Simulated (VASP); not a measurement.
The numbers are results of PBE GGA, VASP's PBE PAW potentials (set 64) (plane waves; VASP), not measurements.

VASP ran on this input.

### POSCAR
```
Os16F
5.5108440
  0.9999999260   0.0000000000   0.0000000000
  0.5000000546   0.8660253693   0.0000000000
  0.0000000000   0.0000000000   3.7348888628
Os F
16 1
direct
  0.8348497102   0.3325746449   0.3432681376
  0.3325746449   0.3325746449   0.3432681376
  0.8333330000   0.8333330000   0.3432121634
  0.3325746449   0.8348497102   0.3432681376
  0.9989747441   0.9989747441   0.4458236402
  0.5020505116   0.9989747441   0.4458236402
  0.9989747441   0.5020505116   0.4458236402
  0.5000000000   0.5000000000   0.4456435910
  0.8314187785   0.3342901107   0.5509529500
  0.3342901107   0.3342901107   0.5509529500
  0.8333330000   0.8333330000   0.5548784933
  0.3342901107   0.8314187785   0.5509529500
  0.0037659284   0.0037659284   0.6537171497
  0.4924681432   0.0037659284   0.6537171497
  0.0037659284   0.4924681432   0.6537171497
  0.5000000000   0.5000000000   0.6530976244
  0.1666670000   0.1666670000   0.7389724951
```

### INCAR
```
ALGO = Normal
DIPOL = 0.5 0.5 0.5
EDIFF = 1E-6
ENCUT = 400
GGA = PE
IDIPOL = 3
ISMEAR = 1
LASPH = .TRUE.
LCHARG = .FALSE.
LDIPOL = .TRUE.
LMAXMIX = 6
LORBIT = 11
LREAL = .FALSE.
LVHAR = .TRUE.
LWAVE = .FALSE.
NELM = 100
NELMIN = 4
PREC = Normal
SIGMA = 0.1
SYSTEM = Os16F
```

KPOINTS:
```
Automatic mesh
0
Gamma
6 6 1
0 0 0
```

POTCAR, in this order: Os F (PBE.64 set). Program: vasp_std. Read from the step before: WAVECAR.

Problem. What will the output report for the number of irreducible k-points (NKPTS), largest plane-wave count, number of space-group operations, FFT grid (NGX, NGY, NGZ)?

Solution. 
```
Quantity                                        Value
--------------------------------------  -------------
number of irreducible k-points (NKPTS)              7
largest plane-wave count                         9871
number of space-group operations                    6
FFT grid (NGX, NGY, NGZ)                28 × 28 × 108
```

The cell is a thin slab with vacuum, built from Os (hcp): (001) face, F adsorbed.
